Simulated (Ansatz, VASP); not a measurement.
# Cross-check of KBr between VASP and Ansatz, part 2 of 2

Aim: how closely do two programs agree when they are given the same cell, functional and k mesh? The cell is taken from a series of runs on this material, whose earlier steps may have relaxed, scaled, displaced or heated it; both programs get it as it stands.

VASP 6.6.1 and Ansatz 0.2.0.

So far: The starting structure; VASP: zone-centre phonons, LDA.

## (3) Ansatz: zone-centre phonons, LDA

Level of this step: Ansatz beside VASP: Kohn-Sham DFT, plane waves, LDA (Ansatz).

Ansatz runs on its default PAW (the set named soft_2) files.

The same cell, functional (in two slightly different forms) and mesh now go to Ansatz.

The input, input.yaml:

```yaml
crystal:
  lattice:
    - [0.0, 3.1896985531, 3.1896985531]
    - [3.1896985531, 0.0, 3.1896985531]
    - [3.1896985531, 3.1896985531, 0.0]
  atoms:
    - { symbol: K, position: [0.0, 0.0, 0.0] }
    - { symbol: Br, position: [0.5, 0.5, 0.5] }
kpoints:
  mp_grid: { grid: [4, 4, 4] }
hamiltonian:
  xc: lda
scf:
  occupations: { method: fixed }
output:
  eigenvalues: true
basis:
  ecutwfc: 260.0
phonons:
  method: dfpt
  dielectric: true
  rigid_motions: translations
```

Command:

```console
ansatz run input.yaml --threads 4 --pin off --max-ram 7168MiB --backend cpu --events-out ev --progress --plain --runs-dir out
```

Numbers of over 12 decimals in the logs are rounded to 6 here.

Output:

```text
Warning: basis.ecutwfc = 260 eV is below the records' recommended 420 eV, and the density's cutoff is lower with it unless basis.ecutrho_ratio is high enough to keep the records' density cutoff: compare with a run at a higher cutoff
Engine: ansatz 0.2.0, aarch64-unknown-linux-gnu
Pseudopotentials: kind: paw
Pseudopotential: K, paw, valence charge 9, recommended cutoff 420 eV (normal), K.paw.azcp
Pseudopotential: Br, paw, valence charge 7, recommended cutoff 420 eV (normal), Br.paw.azcp
Functional definition: SPW92
  exchange = slater_x
  correlation = pw_c
Crystal: 2 atoms, lattice volume = 64.905 Å³
Basis set: ecut = 260 eV, 609 PW (Γ), exchange–correlation on 48×48×48 points (8 copies of the dense FFT grid, shifted against one another)
Bands: 12, of which v1, the nominal top of the filled ones, is band 8 counted from 1 (7 counted from 0)
Symmetry: 48 space group operations
k-points: 13 of 64 (irreducible under 8 space group operations, time reversal used)
Non-local potential: K, projectors of the file, l = 0: 3, l = 1: 2, l = 2: 2
Non-local potential: Br, projectors of the file, l = 0: 2, l = 1: 2, l = 2: 2
PAW form: soft (Blöchl's): semilocal exchange-correlation on the pseudo side does not see the compensation charge
PAW frozen core: K, regenerated for the run's functional, and the local potential with it (the file was generated under x = pbe(κ = 0.804, μ = 0.219515), c = pbe(β = 0.066725))
PAW frozen core: Br, regenerated for the run's functional, and the local potential with it (the file was generated under x = pbe(κ = 0.804, μ = 0.219515), c = pbe(β = 0.066725))
PAW one-centre angular grid: K, 110 points (default); XC on 64 Gauss nodes
PAW one-centre angular grid: Br, 110 points (default); XC on 64 Gauss nodes
Initial density: superposition of atomic densities (neutral atoms: chi_scale 0, normalization atom), corrected by the library's trained network
Initial wavefunctions: pseudopotential atomic-orbital guess
Functional: x = slater, c = lda
SCF iter   1: F=—  HF=-4193.393897 eV  |F-HF|=—  |Δ(HF+E_count)|=         —  Δρ=4.27e-3  dr2=1.13e-2  ethr=1.77e-3  ⟨swp⟩=5.0  Hψ=831  notcnv=0  defer=24
preconditioner: auto → none  [insulator: Δε(μ)=4.307 eV  Ē_g=14.671 eV  n_scr=14 (ndim 8)  ℏωp=17.2 eV  f_vac=0.046  ε∞_Penn≈2.4]
SCF iter   2: F=—  HF=-4193.390607 eV  |F-HF|=—  |Δ(HF+E_count)|=   3.29e-3  Δρ=1.57e-3  dr2=1.00e-3  ethr=7.06e-5  ⟨swp⟩=2.0  Hψ=370  notcnv=0  defer=24
SCF iter   3: F=—  HF=-4193.390638 eV  |F-HF|=—  |Δ(HF+E_count)|=   3.07e-5  Δρ=4.37e-4  dr2=6.69e-5  ethr=6.27e-6  ⟨swp⟩=3.0  Hψ=238  notcnv=0  defer=24
SCF iter   4: F=—  HF=-4193.390654 eV  |F-HF|=—  |Δ(HF+E_count)|=   1.68e-5  Δρ=4.06e-5  dr2=1.56e-6  ethr=4.18e-7  ⟨swp⟩=1.7  Hψ=211  notcnv=0  defer=11
SCF iter   5: F=—  HF=-4193.390654 eV  |F-HF|=—  |Δ(HF+E_count)|=   6.31e-7  Δρ=1.42e-5  dr2=4.22e-8  ethr=9.73e-9  ⟨swp⟩=2.5  Hψ=238  notcnv=0  defer=4
SCF iter   6: F=—  HF=-4193.390654 eV  |F-HF|=—  |Δ(HF+E_count)|=   2.25e-9  Δρ=9.11e-7  dr2=4.36e-10  ethr=2.64e-10  ⟨swp⟩=2.4  Hψ=255  notcnv=0  defer=4
SCF iter   7: F=-4193.390654 eV  HF=-4193.390654 eV  |F-HF|=1.82e-12  |Δ(HF+E_count)|=  1.52e-10  Δρ=8.00e-8  dr2=2.47e-12  ethr=1.00e-12  ⟨swp⟩=8.2  Hψ=977  notcnv=0
SCF 1 converged in 7 iterations: F = -4193.390654 eV  dr2 = 2.47e-12
  greatest PAW one-centre occupation: 0.987 electrons in one spin orbital (limit 2), on the K atom at site 0 (counted from 0), in its partial waves of l = 0
NSCF: frozen V_eff on 1 k-points
DFPT response loops at Γ: preconditioner auto → none (the input reference at scf.mixing.eps_inf says where Resta's filter doesn't serve); β = 0.50; Broyden in place of MSR1
── the response to a field inside a basis, on 4×4×4 k-points: an SCF that follows is theirs, and a resumed run solves both again ──
Bands: 9, of which v1, the nominal top of the filled ones, is band 8 counted from 1 (7 counted from 0)
k-points: 10 of 64 (irreducible under 12 space group operations)
Initial density: handed on by an earlier stage of this run
Initial wavefunctions: pseudopotential atomic-orbital guess (no wavefunctions were taken with the density)
Eigensolver: Dense (10 Hₖ)
SCF iter   1: F=—  HF=-4193.589680 eV  |F-HF|=—  |Δ(HF+E_count)|=         —  Δρ=3.44e-3  dr2=1.99e-3  ethr=1.00e-1
preconditioner: auto → none  [insulator: Δε(μ)=4.837 eV  Ē_g=13.063 eV  n_scr=14 (ndim 8)  ℏωp=17.2 eV  f_vac=0.029  ε∞_Penn≈2.7]
SCF iter   2: F=—  HF=-4193.589077 eV  |F-HF|=—  |Δ(HF+E_count)|=   6.03e-4  Δρ=1.45e-3  dr2=2.57e-4  ethr=1.24e-5
SCF iter   3: F=—  HF=-4193.589073 eV  |F-HF|=—  |Δ(HF+E_count)|=   4.68e-6  Δρ=3.20e-4  dr2=1.19e-5  ethr=1.61e-6
SCF iter   4: F=—  HF=-4193.589076 eV  |F-HF|=—  |Δ(HF+E_count)|=   3.13e-6  Δρ=1.95e-5  dr2=2.09e-7  ethr=7.46e-8
SCF iter   5: F=-4193.589076 eV  HF=-4193.589076 eV  |F-HF|=8.78e-9  |Δ(HF+E_count)|=   3.16e-8  Δρ=6.05e-6  dr2=1.81e-8  ethr=1.31e-9
SCF 1 converged in 5 iterations: F = -4193.589076 eV  dr2 = 1.81e-8
  greatest PAW one-centre occupation: 0.985 electrons in one spin orbital (limit 2), on the K atom at site 0 (counted from 0), in its partial waves of l = 0
DFPT response loops at Γ: mixed as the last ones told, above
WARN: field response: ε∞ stands inside a basis, on 4×4×4 points; the force constants stand on the 4×4×4 k-mesh, whose period is 13.61 times the interband length at k = (0.0000, 0.0000, 0.0000), direct gap 4.343 eV, under 14: take them and everything formed from them as unconverged, and compare with a denser kpoints.mp_grid
SCF converged after 7 iterations
Free energy (F): -4193.390654 eV
Harris-Foulkes:  -4193.390654 eV  (|F-HF|=1.82e-12)
Internal energy: -4193.390654 eV  (E = F + TS)
E sigma→0 (E₀):  -4193.390654 eV
Fermi energy:    1.524103 eV
--- Per-component energies (eV) ---
  E_band       = -124.689890
  E_kinetic    = 388.555567
  E_local      = -799.122712  (includes V_loc(G=0)·N_el)
  E_nonlocal   = 87.556083
  E_hartree    = 255.345907
  E_xc         = -395.111642
  E_vxc        = -269.599107  (∫ρ·V_xc dr)
  E_paw        = -2903.428059  (= ΣΔE_a)
  E_vpaw       = -42.771506  (= ΣTr[D̂ρ^β])
  E_aug_tail   = -0.000033  (compensation charges beyond the density's cutoff)
  E_ewald      = -827.649775
  E_core_change = 0.464011  (= ΣΔE_core)
  E_smearing   = -0.000000  (= −TS)
  E_closure    = 0.000000  (closes the sum)
  Σ components = -4193.390654   (vs F -4193.390654, Δ=0.00e0)
--- Band table (eV; the first three rows and the last of 13) ---
  k-point 0: bands = [... 4 lower, -9.4451, 1.5241, 1.5241, 1.5241, 5.8666, 8.9110, 8.9110, 8.9110]
  k-point 1: bands = [... 4 lower, -9.2856, 0.6757, 1.2886, 1.2886, 7.2258, 8.8537, 9.6981, 9.6981]
  k-point 2: bands = [... 4 lower, -9.1434, 0.0543, 1.0767, 1.0767, 7.9997, 9.8509, 11.3609, 11.3609]
  k-point 12: bands = [... 4 lower, -9.3280, 0.8220, 0.8220, 0.8386, 8.7399, 8.7399, 9.9039, 10.7240]
--- Phonons (Γ-DFPT): 2 representative perturbations + reference, on 13 of 64 k-points (Σ response iterations 6) ---
  k mesh reduced under 8 symmetry operations, with k and −k counted as one. Each operation leaves every solved perturbation unchanged. A smaller set is not considered because the run solves the response to a homogeneous field
  ASR residual: 1.150e-4 → 0.000e0 eV/Å²; symmetrization residual: 9.785e-7 eV/Å²
  ASR residual per site (eV/Å²): 4.27e-5 1.15e-4
  Γ frequencies (cm⁻¹): 0.00 0.00 0.00 128.33 128.33 128.33
  ε∞ (high-frequency dielectric tensor):
        2.751779     0.000000     0.000000
        0.000000     2.751779    -0.000000
        0.000000    -0.000000     2.751779
  ε⁰ (static dielectric tensor: ions relaxed, cell fixed):
        4.876473    -0.000000    -0.000000
       -0.000000     4.876473     0.000000
       -0.000000     0.000000     4.876473
  ε⁰ − ε∞ (ionic part):
        2.124693    -0.000000    -0.000000
       -0.000000     2.124693     0.000000
       -0.000000     0.000000     2.124693
  softest optical mode at Γ: 128.33 cm⁻¹; the repairs (sum rule, projections) moved no ω² at Γ by more than (0.66 cm⁻¹)²
  Born effective charges Z* (e; rows j = field, columns β = displacement):
    site 0:
         1.10077   -0.00000   -0.00000
        -0.00000    1.10077    0.00000
        -0.00000    0.00000    1.10077
    site 1:
        -1.10077    0.00000    0.00000
         0.00000   -1.10077   -0.00000
         0.00000   -0.00000   -1.10077
  Z* charge neutrality: 1.765e-3 e pre-enforcement
  solved inside a basis spanned on kpoints, on 4×4×4 k-points, its susceptibility summed on 8×8×8: ε∞ is read to err by 7.1e-3, Z* by 1.3e-2 e (field_mesh: kpoints solves on kpoints); Z* is corrected for what the basis lacks
  optical modes at Γ without the LO–TO term, one row a degenerate level:
      ω (cm⁻¹)  modes    IR ((D/Å)²/amu)
        128.33      3             3.1945
  optical modes at Γ + LO–TO along q̂ = [1.0000, 0.0000, 0.0000]:
      ω (cm⁻¹)  modes    IR ((D/Å)²/amu)
        128.33      2             2.1297
        170.84      1             1.0648
  optical modes at Γ + LO–TO along q̂ = [0.0000, 1.0000, 0.0000]:
      ω (cm⁻¹)  modes    IR ((D/Å)²/amu)
        128.33      2             2.1297
        170.84      1             1.0648
  optical modes at Γ + LO–TO along q̂ = [0.0000, 0.0000, 1.0000]:
      ω (cm⁻¹)  modes    IR ((D/Å)²/amu)
        128.33      2             2.1297
        170.84      1             1.0648
```

## (4) Differences

Known differences besides the potentials themselves: the two LDA forms differ slightly; fixed occupations in Ansatz, narrow Gaussian smearing in VASP; VASP's response is taken on the typed mesh, Ansatz refines its own for the field response alone; the cutoff is 260 eV in Ansatz and 500 eV in VASP; VASP's log shows a relativistic correction to its local exchange, Ansatz's none; Ansatz's log warns that its cutoff lies below the recommended one. Total energies have different zeros and are not compared.

The two programs side by side:

```csv
quantity,Ansatz,VASP,difference
ε∞ xx,2.75,2.78,-0.95 %
ε∞ yy,2.75,2.78,-0.95 %
ε∞ zz,2.75,2.78,-0.95 %
Born charge of K1 (mean of the diagonal) (e),1.10,1.11,-0.01
Born charge of Br2 (mean of the diagonal) (e),-1.10,-1.11,+0.01
optical mode 1 to 3 (cm⁻¹),128.3,130.4,-1.59 %
```

Modes are paired by rising frequency, not by their patterns, so a pair may set unlike modes beside each other; they are those without the splitting of longitudinal modes.

## (5) Outcome

```json
{
 "r.m.s. difference of the optical zone-centre modes, each program's sorted by frequency (zone-centre phonons, LDA)": "2.1 cm⁻¹",
 "difference in optical mode 1 to 3 (zone-centre phonons, LDA)": "-1.6 %"
}
```

**Reading.** The r.m.s. difference of the optical zone-centre modes, each program's sorted by frequency is 2.1 cm⁻¹ (zone-centre phonons, LDA). Among the rows given in per cent, the largest difference of the zone-centre phonons, LDA pair is in optical mode 1 to 3, -1.6 %. Such differences can come from data sets, numerical settings and the points named under the comparisons, not from the functional's error against experiment.

[Lines on the potential files, build, host, timing and source positions are cut from VASP's logs without a mark.]

[Logs are printed without paths, hosts, clocks, repeated set-up lines and the standing remarks that a program may print on its own settings, such as how far it seeks lower states.]

[Hosts, paths, dates, database ids (printed as entryN), source tags and the programs' standing remarks are cut or masked in the printed files.]
